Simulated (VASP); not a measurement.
## ZrSb (relaxed from the zinc blende structure, space group F-43m): computed properties

All values below come from PBEsol GGA, VASP's PBE PAW potentials (set 64) (plane waves; VASP).

```
Quantity                                                              Result
----------------------------------  ----------------------------------------
space group                                                      F-43m (216)
cell                                a = b = c = 6.4528 Å, α = β = γ = 90.00°
volume per atom                                                33.59 Å³/atom
band gap (over mesh and band path)  none (metal, semimetal or under 0.01 eV)
density                                                           5.27 g/cm³
```

```
ZrSb
1.0
    0.00000     3.22640     3.22640
    3.22640     0.00000     3.22640
    3.22640     3.22640     0.00000
Zr Sb
1 1
Direct
  0.00000   0.00000   0.00000
  0.25000   0.25000   0.25000
```

Unless said otherwise, spin-orbit coupling is left out, though it shifts the bands of the heavy elements here.

The structure was generated: ZrSb was put into the zinc blende type (F-43m), which need not be its known phase. It was relaxed first, which changed the volume by -30 %. Symmetry was kept, so distortions that lower it aren't found. The electron count is odd and the run is not spin-polarised, which forces a metal.
